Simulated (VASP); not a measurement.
The system is Bi3SbO3.

```
CELL_PARAMETERS angstrom
5.39913 0.00000 0.00000
0.00000 5.39913 0.00000
0.00000 0.00000 5.39913
ATOMIC_POSITIONS crystal
Sb 0.00000 0.00000 0.00000
Bi 0.50000 0.00000 0.00000
Bi 0.00000 0.50000 0.00000
Bi 0.00000 0.00000 0.50000
O 0.50000 0.00000 0.50000
O 0.50000 0.50000 0.00000
O 0.00000 0.50000 0.50000
```

The cell was built by a generator and needn't be a form met in nature.

| Item | Value |
| --- | --- |
| Program | VASP 6.6.1 |
| Task | relaxation of cell and atoms |
| Functional | PBE |
| Potentials or basis | VASP PAW PBE potentials, release 64 (Sb, Bi_d, O) |
| Cutoff | 520 eV |
| k mesh | 3 × 3 × 3 |
| Occupations | gaussian, width 0.15 eV |
| Spin | no spin polarisation |

At the start: pressure 8.3 GPa; volume 22.48 Å³/atom.

**Question.** How do energy, volume and symmetry change on relaxing?

**Answer.** Over 3 steps the energy falls by 63.2 meV/atom and the volume is 25.07 Å³/atom (+11.5 %); space group Pm-3m (No. 221, to 0.05 Å).

The path:
| step | energy change (eV) | largest force (eV/Å) | pressure (GPa) | volume (Å³) |
| --- | --- | --- | --- | --- |
| 1 | 0.0000 | 0.0000 | 8.33 | 157.39 |
| 2 | -0.3298 | 0.0000 | -3.37 | 185.54 |
| 3 | -0.4426 | 0.0000 | -0.15 | 175.50 |

Final structure:
```yaml
crystal:
  lattice:
    - [5.59877, 0.00000, 0.00000]
    - [0.00000, 5.59877, 0.00000]
    - [0.00000, 0.00000, 5.59877]
  atoms:
    - { symbol: Sb, position: [0.00000, 0.00000, 0.00000] }
    - { symbol: Bi, position: [0.50000, 0.00000, 0.00000] }
    - { symbol: Bi, position: [0.00000, 0.50000, 0.00000] }
    - { symbol: Bi, position: [0.00000, 0.00000, 0.50000] }
    - { symbol: O, position: [0.50000, 0.00000, 0.50000] }
    - { symbol: O, position: [0.50000, 0.50000, 0.00000] }
    - { symbol: O, position: [0.00000, 0.50000, 0.50000] }
```
